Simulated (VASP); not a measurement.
Ga2GeO5:

```
Ga Ge O
1.0
     2.19190    1.26549    6.89930
    -2.19190    1.26549    6.89930
     0.00000   -2.53099    6.89930
Ga Ge O
2 1 5
Direct
  0.08828 0.08828 0.08828
  0.91172 0.91172 0.91172
  0.00000 0.00000 0.00000
  0.50000 0.50000 0.50000
  0.36467 0.36467 0.36467
  0.63533 0.63533 0.63533
  0.21679 0.21679 0.21679
  0.78321 0.78321 0.78321
```

The cell was built by a generator and needn't be a form met in nature.

* Program: VASP 6.6.1
* Task: relaxation of cell and atoms
* Functional: PBE
* Potentials or basis: VASP PAW PBE potentials, release 64 (Ga_d, Ge_d, O)
* Cutoff: 520 eV
* k mesh: 4 × 4 × 4
* Occupations: gaussian, width 0.15 eV
* Spin: no spin polarisation

At the start: pressure 4.9 GPa; volume 14.35 Å³/atom.

Problem. How do energy, volume and symmetry change on relaxing?

Solution. Over 18 steps the energy falls by 2829.5 meV/atom and the volume is 9.63 Å³/atom (-32.9 %); space group R-3m (No. 166, to 0.05 Å).

Step by step:
```csv
step,energy change (eV),largest force (eV/Å),pressure (GPa),volume (Å³)
1,0.0000,19.3689,4.86,114.82
2,-10.2704,1.1549,-26.78,115.70
3,-14.5647,0.8325,-25.20,115.39
4,-15.4566,1.2508,-24.97,114.65
5,-16.4812,8.0369,34.48,80.77
6,-17.8757,4.6206,-1.93,92.90
7,-19.5564,2.4773,6.00,84.94
8,-19.8388,3.9845,16.42,80.39
9,-21.0214,3.6212,-0.69,83.24
10,-21.2237,2.5911,-8.66,84.94
11,-22.0592,2.3766,-7.41,82.04
12,-21.9013,3.0419,5.02,73.72
13,-22.5985,0.4322,-3.07,78.19
14,-22.6118,0.4729,-2.35,77.63
15,-22.6120,0.4779,-1.97,77.49
16,-22.6283,0.0876,2.62,76.14
17,-22.6308,0.2123,1.40,76.50
18,-22.6357,0.0713,-0.29,77.02
```

Final structure:
```
Ga Ge O
1.0
     1.52154    0.87846    9.60360
    -1.52154    0.87846    9.60360
     0.00000   -1.75692    9.60360
Ga Ge O
2 1 5
Cartesian
  0.0000 0.0000 3.4724
  0.0000 0.0000 25.3384
  0.0000 -1.7569 9.6036
  0.0000 0.0000 14.4054
  0.0000 0.0000 10.4982
  0.0000 0.0000 18.3126
  0.0000 0.0000 6.8072
  0.0000 0.0000 22.0036
```

Caveat: the k mesh is coarse (spacing up to 0.42 Å⁻¹), so the values aren't converged; the volume moved by over 15 % at a fixed basis, so the end points are rough.
